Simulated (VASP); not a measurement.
Output of a VASP run:

### OSZICAR
```
       N       E                     dE             d eps       ncg     rms          rms(c)
DAV:   1     0.936526660961E+02    0.93653E+02   -0.63754E+03  1263   0.123E+03
DAV:   2     0.582381884925E+00   -0.93070E+02   -0.90951E+02  1259   0.305E+02
DAV:   3    -0.347367324772E+01   -0.40561E+01   -0.40444E+01  1466   0.752E+01
DAV:   4    -0.356410107381E+01   -0.90428E-01   -0.90413E-01  1529   0.124E+01
DAV:   5    -0.356743395922E+01   -0.33329E-02   -0.33328E-02  1523   0.203E+00    0.530E-01
DAV:   6    -0.356193371256E+01    0.55002E-02   -0.48578E-03  1593   0.122E+00    0.392E-01
DAV:   7    -0.355602870322E+01    0.59050E-02   -0.21876E-02  1463   0.291E+00    0.125E-01
DAV:   8    -0.355591735024E+01    0.11135E-03   -0.18053E-03  1448   0.932E-01    0.419E-02
DAV:   9    -0.355583691014E+01    0.80440E-04   -0.21000E-04  1442   0.305E-01    0.111E-02
DAV:  10    -0.355583242948E+01    0.44807E-05   -0.10324E-05  1690   0.508E-02    0.192E-03
DAV:  11    -0.355583165985E+01    0.76963E-06   -0.13385E-07   748   0.475E-03
   1 F= -.35558317E+01 E0= -.35558213E+01  d E =-.309783E-04
```

### OUTCAR
```
------------------------ aborting loop because EDIFF is reached ----------------------------------------
  FORCE on cell =-STRESS in cart. coord.  units (eV):
  Direction    XX          YY          ZZ          XY          YZ          ZX
  --------------------------------------------------------------------------------------
  Total        0.4205161      0.4205161      0.4205161      0.0000000     -0.0000000      0.0000000
  in kB       22.2196718     22.2196718     22.2196718      0.0000000     -0.0000000      0.0000000
  external PRESSURE =      22.2196718 kB  Pullay stress =       0.0000000 kB
  volume of cell :       30.32
      direct lattice vectors                 reciprocal lattice vectors
     0.000000000  2.475000000  2.475000000    -0.202020202  0.202020202  0.202020202
     2.475000000  0.000000000  2.475000000     0.202020202 -0.202020202  0.202020202
     2.475000000  2.475000000  0.000000000     0.202020202  0.202020202 -0.202020202
 POSITION                                       TOTAL-FORCE (eV/Angst)
 -----------------------------------------------------------------------------------
      0.00000      0.00000      0.00000         0.000000      0.000000     -0.000000
 -----------------------------------------------------------------------------------
    total drift:                                0.000000      0.000000     -0.000000
  FREE ENERGIE OF THE ION-ELECTRON SYSTEM (eV)
  ---------------------------------------------------
  free  energy   TOTEN  =        -3.5558316599 eV

  energy  without entropy=       -3.5558006816  energy(sigma->0) =       -3.55582133
```
(Selected blocks of OUTCAR.)

POSCAR:
```
Pb
1
    0.0000000000     2.4750000000     2.4750000000
    2.4750000000     0.0000000000     2.4750000000
    2.4750000000     2.4750000000     0.0000000000
Pb
1
Direct
  0.0000000000   0.0000000000   0.0000000000
```

### Question
Write an INCAR and KPOINTS that could have produced this output.

### Answer
Several could match; the one computed here: the input of the run itself, PBE GGA, plane waves, VASP's PBE PAW potentials (set 64).

KPOINTS:
```
Automatic
0
G
  11 11 11
```

### INCAR
```
# general
SYSTEM   =  Pb
PREC     =  Accurate
ENCUT    =  400
LREAL    =  F
LASPH    =  T

# electronic loop
EDIFF    =  1E-6
NELM     =  100
ALGO     =  Normal
IMIX     =  4
AMIX     =  0.2
BMIX     =  1.0
LMAXMIX  =  4

# smearing
ISMEAR   =  1
SIGMA    =  0.1

# functional
GGA      =  PE

# ions
ISIF     =  2

# output
LWAVE    =  F
LCHARG   =  F
```

POTCAR, in this order: Pb_d (PBE.64 set). Program: vasp_std.

The compound is Pb in the fcc structure. The cell was not relaxed at this level. The run is one of a series of settings (AMIX = 0.2, BMIX = 1.0, IMIX = 4 against the base run), some of them coarse on purpose.
